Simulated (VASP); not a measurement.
# MgBe (P6mm) in VASP: a series of runs

The runs below take MgBe through relaxation of cell and atoms, with r2SCAN, LAK, r2SCAN+D4.

Everything below comes from runs of VASP 6.6.1. Logs are shortened: lines on timing, memory, paths and dates and some standing lists are left out, and cuts for length are marked.

### 1 The structure

It takes space group P6mm (No. 183, hexagonal). The conventional cell has a = 2.400 Å, b = 2.400 Å, c = 4.901 Å, α = 90.00°, β = 90.00°, γ = 120.00°. Mg (site symmetry 6mm) is surrounded by 1 Be at 2.22 Å and 6 Mg at 2.40 Å. Be (site symmetry 6mm) has 1 Mg at 2.22 Å and 6 Be at 2.40 Å as nearest neighbours.

The cell was built by a generator and needn't be a form met in nature.

### 2 Relaxation of cell and atoms, r2SCAN

Contents of INCAR:

```
PREC     = Accurate       # precision mode
ENCUT    = 600            # plane-wave cutoff, eV
EDIFF    = 1E-6           # SCF threshold, eV
ISMEAR   = 1              # smearing method
SIGMA    = 0.1            # smearing width, eV
LREAL    = False          # projectors in reciprocal space
LASPH    = True           # aspherical terms in the spheres
NELM     = 100            # most SCF steps
ALGO     = Normal         # electronic algorithm
ISIF     = 3              # what is computed and relaxed
LWAVE    = False          # write WAVECAR
LCHARG   = False          # write CHGCAR
METAGGA  = R2SCAN         # meta-GGA
LMIXTAU  = True         
IBRION   = 2              # ionic algorithm
NSW      = 60             # ionic steps
EDIFFG   = -0.005         # ionic threshold
```

Contents of KPOINTS:

```
regular mesh
0
Gamma
  13 13 6
```

Contents of POSCAR:

```
MgBe
1.0
    2.3995486400      0.0000000000      0.0000000000
   -1.1997743200      2.0780700800      0.0000000000
    0.0000000000      0.0000000000      4.9009135800
Mg Be
1 1
Direct
    0.0000000000      0.0000000000      0.0433479700
    0.0000000000      0.0000000000      0.5905093500
```

Potentials or basis: VASP PAW PBE potentials, release 64 (Mg, Be).

Started as:

```sh
$ cat potpaw_PBE.64/Mg/POTCAR potpaw_PBE.64/Be/POTCAR > POTCAR
$ mpirun -np 1 vasp_std > vasp.out
```

OUTCAR:

```text
PREC = Accurate
   ENCUT = 600
   EDIFF = 1E-6
   ISMEAR = 1
   LREAL = False
   LASPH = True
   NELM = 100
   ISIF = 3
   METAGGA = R2SCAN
   IBRION = 2
   NSW = 60
   EDIFFG = -0.005

 ion  position               nearest neighbor table
   1  0.000  0.000  0.043-   2 2.22   2 2.68
   2  0.000  0.000  0.591-   1 2.22   1 2.68

  LATTYP: Found a hexagonal cell.
 ALAT       =     2.3995486400
 C/A-ratio  =     2.0424314383

  Lattice vectors:

 A1 = (   2.3995486400,   0.0000000000,   0.0000000000)
 A2 = (  -1.1997743200,   2.0780700800,   0.0000000000)
 A3 = (   0.0000000000,   0.0000000000,   4.9009135800)

Analysis of symmetry for initial positions (statically):
=====================================================================
 Subroutine PRICEL returns:
 Original cell was already a primitive cell.

 Routine SETGRP: Setting up the symmetry group for a
 hexagonal supercell.

 Subroutine GETGRP returns: Found 12 space group operations
 (whereof 12 operations were pure point group operations)
 out of a pool of 24 trial point group operations.

The static configuration has the point symmetry C_6v.

Analysis of symmetry for dynamics (positions and initial velocities):
=====================================================================
 Subroutine PRICEL returns:
 Original cell was already a primitive cell.

 Routine SETGRP: Setting up the symmetry group for a
 hexagonal supercell.

 Subroutine GETGRP returns: Found 12 space group operations
 (whereof 12 operations were pure point group operations)
 out of a pool of 24 trial point group operations.

The dynamic configuration has the point symmetry C_6v.

 Subroutine INISYM returns: Found 12 space group operations
 (whereof 12 operations are pure point group operations),
 and found     1 'primitive' translations

----------------------------------------------------------------------------------------

                                     Primitive cell

  volume of cell :      24.4381

  direct lattice vectors                    reciprocal lattice vectors
     2.399548640  0.000000000  0.000000000     0.416745043  0.240607862  0.000000000
    -1.199774320  2.078070080  0.000000000     0.000000000  0.481215725  0.000000000
     0.000000000  0.000000000  4.900913580     0.000000000  0.000000000  0.204043590

  length of vectors
     2.399548640  2.399548640  4.900913580     0.481215725  0.481215725  0.204043590

  position of ions in fractional coordinates (direct lattice)
     0.000000000  0.000000000  0.043347970
     0.000000000  0.000000000  0.590509350

  ion indices of the primitive-cell ions
   primitive index   ion index
                 1           1
[... 74 lines left out ...]
   LREAL  =      F    real-space projection
   EDIFFG = -.5E-02   stopping-criterion for IOM
   NSW    =     60    number of steps for IOM
   IBRION =      2    ionic relax: 0-MD 1-quasi-New 2-CG
   NFREE  =      1    steps in history (QN), initial steepest desc. (CG)
   ISIF   =      3    stress and relaxation
   ISYM   =      2    0-nonsym 1-usesym 2-fastsym
   POTIM  = 0.5000    time-step for ionic-motion
   TEBEG  =    0.0;   TEEND  =   0.0 temperature during run
   PSTRESS=    0.0 pullay stress
   NELECT =       4.0000    total number of electrons
   NUPDOWN=      -1.0000    fix difference up-down
   EMIN   =  10.00;   EMAX   =-10.00  energy-range for DOS
   EFERMI =   0.00;   METHOD = LEGACY
   ISMEAR =     1;   SIGMA  =   0.10  broadening in eV -4-tet -1-fermi 0-gaus
   EFERMI_NEDOS =   21; number of points for ismear=-14 and -15
   IALGO  =     38    algorithm
   IMIX   =      4    mixing-type and parameters
     AMIX     =   0.40;   BMIX     =  1.00
     AMIX_MAG =   1.60;   BMIX_MAG =  1.00
  volume/ion in A,a.u.               =      12.22        82.46
  Fermi-wavevector in a.u.,A,eV,Ry     =   0.895514  1.692277 10.911138  0.801946
  Thomas-Fermi vector in A             =   2.017856
   LORBIT       =      0    0 simple, 1 ext, 2 COOP (PROOUT), +10 PAW based schemes
   METAGGA = R2SCAN    functional components
   LHFCALC =     F    Hartree Fock is set to
   AEXX    =    0.0000 exact exchange contribution
   IVDW    =     0    specifies the selected vdW correction
   LEPSILON=     F    determine dielectric tensor
   LRPA    =     F    only Hartree local field effects (RPA)
 conjugate gradient relaxation of ions
 non-spin polarized calculation
 Methfessel and Paxton  Order N= 1 SIGMA  =   0.10
  energy-cutoff  :      600.00
  volume of cell :       24.44
 maximum number of plane-waves:       836
 NGX is ok and might be reduce to    20
   NGX =  9   NGY =  9   NGZ = 19

--------------------------------------- Ionic step        1  -------------------------------------------

 number of electron       4.0000000 magnetization

 Free energy of the ion-electron system (eV)
  ---------------------------------------------------
  ext. energy  EPLUGINS =         0.00000000
  ---------------------------------------------------
  free energy    TOTEN  =        -5.55384982 eV

  energy without entropy =       -5.55357037  energy(sigma->0) =       -5.55375667

 E-fermi :   5.6045     XC(G=0): -10.6137

 val. band max:        5.6021573479   @ k =   0.3846   0.2308   0.1667
 cond. band min:       5.6112794853   @ k =   0.1538   0.1538   0.1667
 fundamental gap:      0.0091221374
 Fermi energy:         5.6044685024

 k-point     1 :       0.0000    0.0000    0.0000
  band No.  band energies     occupation
      1      -4.8178      2.00000
      2       0.7165      2.00000
      3       1.9219      2.00000
      4      17.0106      0.00000
      5      19.5686      0.00000
      6      22.1051      0.00000
[... 308 lines left out ...]
  FREE ENERGIE OF THE ION-ELECTRON SYSTEM (eV)
  ---------------------------------------------------
  free  energy   TOTEN  =        -6.5220650621 eV

  energy  without entropy=       -6.5217107882  energy(sigma->0) =       -6.52194697

[... ionic steps 4 to 14 ...]

--------------------------------------- Ionic step       15  -------------------------------------------

 number of electron       4.0000000 magnetization

------------------------ aborting loop because EDIFF is reached ----------------------------------------
[... 67 lines left out ...]
--------------------------------------- Ionic step       17  -------------------------------------------

 number of electron       4.0000000 magnetization

 Free energy of the ion-electron system (eV)
  ---------------------------------------------------
  ext. energy  EPLUGINS =         0.00000000
  ---------------------------------------------------
  free energy    TOTEN  =        -6.53246894 eV

  energy without entropy =       -6.53328838  energy(sigma->0) =       -6.53274209

 E-fermi :   3.0836     XC(G=0):  -9.4595

 val. band max:        3.0797751673   @ k =   0.3846   0.2308   0.1667
 cond. band min:       3.1788448111   @ k =   0.3846   0.1538   0.1667
 fundamental gap:      0.0990696438
 Fermi energy:         3.0835538180

 k-point     1 :       0.0000    0.0000    0.0000
  band No.  band energies     occupation
      1      -5.2421      2.00000
      2      -0.3308      2.00000
      3       0.0161      2.00000
      4      13.4326      0.00000
      5      15.1230      0.00000
      6      15.6918      0.00000
[... 236 lines left out ...]
  FREE ENERGIE OF THE ION-ELECTRON SYSTEM (eV)
  ---------------------------------------------------
  free  energy   TOTEN  =        -6.5324689368 eV

  energy  without entropy=       -6.5332883833  energy(sigma->0) =       -6.53274209

 reached required accuracy - stopping structural energy minimisation
```

CONTCAR:

```text
MgBe
   1.00000000000000
     2.7165925112622009    0.0000000000000000   -0.0000000000000000
    -1.3582962556311005    2.3526381266826562    0.0000000000000000
     0.0000000000000000   -0.0000000000000000    5.3767583057323520
  Mg              Be
     1     1
Direct
     0.0000000000000000    1.0000000000000000    0.0669723481596024
     0.0000000000000000    0.0000000000000000    0.5668849718403947

  0.00000000E+00  0.00000000E+00  0.00000000E+00
  0.00000000E+00  0.00000000E+00  0.00000000E+00
```

Wall time 3.9 min (1 thread of Intel Xeon Platinum 8559C (Emerald Rapids), shared host); peak memory 0.16 GiB.

Results:

| Item | Value |
| --- | --- |
| Free energy | -6.5325 eV |
| Relaxed volume | 17.18 Å³/atom |
| Relaxed cell | a = 2.717 Å, b = 2.717 Å, c = 5.377 Å, α = 90.00°, β = 90.00°, γ = 120.00° |
| Space group after relaxing (to 0.05 Å) | P6/mmm (No. 191) |
| Energy gained by relaxing | 489.3 meV/atom |
| Ionic steps | 17 |
| Pressure after relaxing | 0.0 GPa |
| Band gap on the k mesh | none (metal or under the smearing width) |

The path:
```csv
step,energy change (eV),largest force (eV/Å),pressure (GPa),volume (Å³)
1,0.0000,1.8002,33.45,24.44
2,-0.9682,0.2417,-0.37,34.58
3,-0.9682,0.2388,-0.42,34.62
4,-0.9736,0.1498,-0.24,34.43
5,-0.9771,0.0107,0.21,34.11
6,-0.9771,0.0054,0.20,34.12
7,-0.9776,0.0097,0.07,34.24
8,-0.9782,0.0203,-0.29,34.61
9,-0.9784,0.0151,-0.11,34.42
10,-0.9785,0.0178,-0.20,34.52
11,-0.9785,0.0170,-0.17,34.49
12,-0.9783,0.0080,0.02,34.39
13,-0.9786,0.0139,-0.11,34.46
14,-0.9786,0.0057,0.01,34.36
15,-0.9786,0.0051,0.02,34.35
16,-0.9786,0.0054,0.02,34.36
17,-0.9786,0.0014,0.01,34.36
```

Final structure:
```yaml
crystal:
  lattice:
    - [2.71659, 0.00000, 0.00000]
    - [-1.35830, 2.35264, 0.00000]
    - [0.00000, 0.00000, 5.37676]
  atoms:
    - { symbol: Mg, position: [0.00000, 0.00000, 0.06697] }
    - { symbol: Be, position: [0.00000, 0.00000, 0.56688] }
```

Levels at points of the mesh, in eV from the Fermi level:
```csv
k point,band 1,band 2,band 3,band 4,band 5,band 6
"(0.00, 0.00, 0.00)",-8.33,-3.41,-3.07,10.35,12.04,12.61
"(0.00, 0.00, 0.50)",-7.05,-7.02,2.04,3.88,12.61,12.61
```

Caveat: the volume moved by over 15 % at a fixed basis, so the end points are rough; the PAW data sets were made with another functional, which shifts forces and pressure a little.

### 3 Relaxation of cell and atoms, LAK

Contents of INCAR:

```
  ALGO = Normal
  EDIFF = 1E-6
  EDIFFG = -0.01
  ENCUT = 600
  IBRION = 2
  ISIF = 3
  ISMEAR = 1
  LASPH = True
  LCHARG = False
  LMIXTAU = True
  LREAL = False
  LWAVE = False
  METAGGA = LAK
  NELM = 80
  NSW = 40
  PREC = Accurate
  SIGMA = 0.1
```

Contents of KPOINTS:

```
k-points
0
Gamma
  13 13 6
```

POSCAR is that of step 2.

Potentials or basis: VASP PAW PBE potentials, release 64 (Mg, Be).

Started as:

```sh
$ cat potpaw_PBE.64/Mg/POTCAR potpaw_PBE.64/Be/POTCAR > POTCAR
$ mpirun -np 1 vasp_std > vasp.out
```

Run time: 3.5 min. Hardware: 1 thread of Intel Xeon Platinum 8559C (Emerald Rapids), shared host; peak memory 0.17 GiB.

Results (log left out):

| Quantity | Value |
| --- | --- |
| Free energy | -3.1027 eV |
| Relaxed volume | 17.10 Å³/atom |
| Relaxed cell | a = 2.711 Å, b = 2.711 Å, c = 5.371 Å, α = 90.00°, β = 90.00°, γ = 120.00° |
| Space group after relaxing (to 0.05 Å) | P6/mmm (No. 191) |
| Energy gained by relaxing | 492.3 meV/atom |
| Ionic steps | 11 |
| Pressure after relaxing | 0.0 GPa |
| Largest force after relaxing | 0.004 eV/Å |
| Band gap on the k mesh | none (metal or under the smearing width) |

Forces in eV/Å, atoms in the order of the input:
```
Mg   0.000  0.000 -0.004
Be   0.000  0.000  0.004
```

Step by step:
```tsv
step	energy change (eV)	largest force (eV/Å)	pressure (GPa)	volume (Å³)
1	0.0000	1.8585	33.78	24.44
2	-0.9722	0.2342	-0.91	34.69
3	-0.9726	0.2684	-0.33	34.28
4	-0.9793	0.1565	-0.11	34.11
5	-0.9832	0.0177	0.28	33.89
6	-0.9834	0.0286	0.44	33.81
7	-0.9843	0.0368	0.16	34.08
8	-0.9843	0.0360	0.18	34.05
9	-0.9845	0.0187	-0.03	34.19
10	-0.9845	0.0166	-0.06	34.20
11	-0.9845	0.0042	-0.04	34.20
```

Final structure:
```cif
data_structure
_symmetry_space_group_name_H-M 'P 1'
_symmetry_Int_Tables_number 1
_cell_length_a 2.7114
_cell_length_b 2.7114
_cell_length_c 5.3709
_cell_angle_alpha 90.000
_cell_angle_beta 90.000
_cell_angle_gamma 120.000
_cell_volume 34.20
loop_
_atom_site_label
_atom_site_type_symbol
_atom_site_fract_x
_atom_site_fract_y
_atom_site_fract_z
_atom_site_occupancy
Mg1 Mg 0.00000 0.00000 0.06702 1
Be1 Be 0.00000 0.00000 0.56683 1
```

Levels at points of the mesh, in eV from the Fermi level:
```csv
k point,band 1,band 2,band 3,band 4,band 5,band 6
"(0.00, 0.00, 0.00)",-8.57,-3.56,-3.14,10.69,12.10,13.08
"(0.00, 0.00, 0.50)",-7.28,-7.22,2.11,3.91,13.09,13.09
```

Caveat: the volume moved by over 15 % at a fixed basis, so the end points are rough; the PAW data sets were made with another functional, which shifts forces and pressure a little.

### 4 Relaxation of cell and atoms, r2SCAN+D4

Contents of INCAR:

```
SYSTEM = MgBe
PREC = Accurate ; ENCUT = 600
EDIFF = 1E-7 ; ISMEAR = 1
SIGMA = 0.1 ; LREAL = .FALSE.
LASPH = .TRUE. ; NELM = 80
ALGO = Normal ; ISIF = 3
LWAVE = .FALSE. ; LCHARG = .FALSE.
METAGGA = R2SCAN ; LMIXTAU = .TRUE.
IVDW = 13 ; VDW_S6 = 1.0
VDW_S8 = 0.6018749 ; VDW_A1 = 0.51559235
VDW_A2 = 5.77342911 ; IBRION = 2
NSW = 40 ; EDIFFG = -0.01
```

Contents of KPOINTS:

```
regular mesh
0
G
  13 13 6
  0 0 0
```

POSCAR is that of step 3.

Started as:

```sh
$ cat potpaw_PBE.64/Mg/POTCAR potpaw_PBE.64/Be/POTCAR > POTCAR
$ mpirun -np 1 vasp_std > vasp.out
```

It took 5.3 min on 1 thread of Intel Xeon Platinum 8559C (Emerald Rapids), shared host; peak memory 0.17 GiB.

It converged, with:

```
Free energy                            : -6.6530 eV
Relaxed volume                         : 16.98 Å³/atom
Relaxed cell                           : a = 2.707 Å, b = 2.707 Å, c = 5.352 Å, α = 90.00°, β = 90.00°, γ = 120.00°
Space group after relaxing (to 0.05 Å) : P6/mmm (No. 191)
Energy gained by relaxing              : 509.5 meV/atom
Ionic steps                            : 16
Pressure after relaxing                : 0.0 GPa
Largest force after relaxing           : 0.005 eV/Å
Band gap on the k mesh                 : none (metal or under the smearing width)
Dispersion energy per atom             : -0.061 eV
```

Forces on the atoms (eV/Å):
```
Mg   0.000  0.000 -0.005
Be   0.000  0.000  0.005
```

The path:
```tsv
step	energy change (eV)	largest force (eV/Å)	pressure (GPa)	volume (Å³)
1	0.0000	1.8002	32.94	24.44
2	-1.0080	0.2464	-0.69	34.41
3	-1.0081	0.2577	-0.52	34.27
4	-1.0078	0.2762	-0.22	34.05
5	-1.0139	0.1757	0.00	33.85
6	-1.0174	0.0194	0.45	33.54
7	-1.0180	0.0024	0.07	33.82
8	-1.0180	0.0069	-0.14	33.99
9	-1.0186	0.0144	-0.21	34.09
10	-1.0147	0.0328	-0.38	34.40
11	-1.0187	0.0176	-0.24	34.13
12	-1.0187	0.0187	-0.25	34.15
13	-1.0188	0.0091	0.05	33.95
14	-1.0189	0.0121	-0.05	34.01
15	-1.0189	0.0037	0.04	33.94
16	-1.0189	0.0053	0.02	33.95
```

Final structure:
```yaml
crystal:
  lattice:
    - [2.70660, 0.00000, 0.00000]
    - [-1.35330, 2.34398, 0.00000]
    - [0.00000, 0.00000, 5.35158]
  atoms:
    - { symbol: Mg, position: [0.00000, 0.00000, 0.06706] }
    - { symbol: Be, position: [0.00000, 0.00000, 0.56680] }
```

Levels at points of the mesh, in eV from the Fermi level:
| k point | band 1 | band 2 | band 3 | band 4 | band 5 |
| --- | --- | --- | --- | --- | --- |
| (0.00, 0.00, 0.00) | -8.38 | -3.45 | -3.06 | 10.46 | 12.13 |
| (0.00, 0.00, 0.50) | -7.10 | -7.07 | 2.07 | 3.94 | 12.72 |

Caveat: the volume moved by over 15 % at a fixed basis, so the end points are rough; the PAW data sets were made with another functional, which shifts forces and pressure a little; pairwise dispersion overbinds metals, which lowers pressure and volume.

### 5 Summary

```tsv
level	gap on the mesh (eV)	pressure (GPa)	relaxed volume (Å³/atom)
r2SCAN	none	0.0	17.18
LAK	none	0.0	17.10
r2SCAN+D4	none	0.0	16.98
```

Alike in all rows: task relaxation of cell and atoms; potentials or basis VASP PAW PBE potentials, release 64 (Mg, Be); no spin polarisation; cell relaxed; k mesh 13 × 13 × 6; cutoff (eV) 600; smearing methfessel-paxton 0.1 eV.

Caveats: the volume moved by over 15 % at a fixed basis, so the end points are rough; the PAW data sets were made with another functional, which shifts forces and pressure a little; pairwise dispersion overbinds metals, which lowers pressure and volume (some runs).

Absolute energies hang on the potentials; compare differences alone.
